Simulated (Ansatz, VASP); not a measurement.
**ScZn: VASP beside Ansatz**

INCAR

```
SYSTEM = ScZn
PREC = Accurate ; ENCUT = 600
EDIFF = 1E-6 ; ISMEAR = 0
SIGMA = 0.1 ; LREAL = .FALSE.
LASPH = .TRUE. ; NELM = 80
ALGO = Normal ; ISIF = 3
LWAVE = .FALSE. ; LCHARG = .FALSE.
IBRION = 2 ; NSW = 100
EDIFFG = -0.005
```

Contents of KPOINTS:

```
Automatic mesh
0
G
  12 12 12
  0 0 0
```

The input POSCAR:

```
ScZn
1.0
    3.3500000000      0.0000000000      0.0000000000
    0.0000000000      3.3500000000      0.0000000000
    0.0000000000      0.0000000000      3.3500000000
Sc Zn
1 1
Direct
    0.0000000000      0.0000000000      0.0000000000
    0.5000000000      0.5000000000      0.5000000000
```

Input for Ansatz:

```yaml
crystal:
  lattice:
    - [3.35, 0.0, 0.0]
    - [0.0, 3.35, 0.0]
    - [0.0, 0.0, 3.35]
  atoms:
    - { symbol: Sc, position: [0.0, 0.0, 0.0] }
    - { symbol: Zn, position: [0.5, 0.5, 0.5] }
basis:
  ecutwfc: 420
kpoints:
  mp_grid: { grid: [12, 12, 12] }
hamiltonian:
  xc: lda
scf:
  occupations: { method: gaussian, width: 0.1 }
output:
  forces: true
  stress: true
  eigenvalues: true
relax:
  adjacent_minimum: "off"
  f_tol: 0.005
  max_steps: 80
  cell: { stress_tol: 0.05 }
```

Alike in both runs: task relaxation of cell and atoms; functional LDA; k mesh 12 × 12 × 12; occupations gaussian, width 0.1 eV; no spin polarisation.

```csv
,VASP,Ansatz
version,VASP 6.6.1,Ansatz 0.2.0
potentials or method,"VASP PAW LDA potentials, release 64 (Sc_sv, Zn)","scalar-relativistic, plane waves, PAW"
plane-wave cutoff (eV),600,420
valence electrons in the cell,23,23
```

|  | VASP | Ansatz | Ansatz less VASP |
| --- | --- | --- | --- |
| gap on the k mesh at the Fermi level, each at its own relaxed structure (eV) | none | none | - |
| relaxed volume (Å³/atom) | 17.35 | 17.28 | -0.070 |
| relaxed cell length with the largest relative difference (Å) | 3.261 | 3.257 | -0.0044 |
| energy change over the relaxation (meV/atom) | -30 | -33 | -3.1 |

A gap of «none» marks a metal or a gap that the smearing closes.

LDA usually gives volumes a few per cent too small. Zero-point motion and thermal expansion aren't in these numbers.
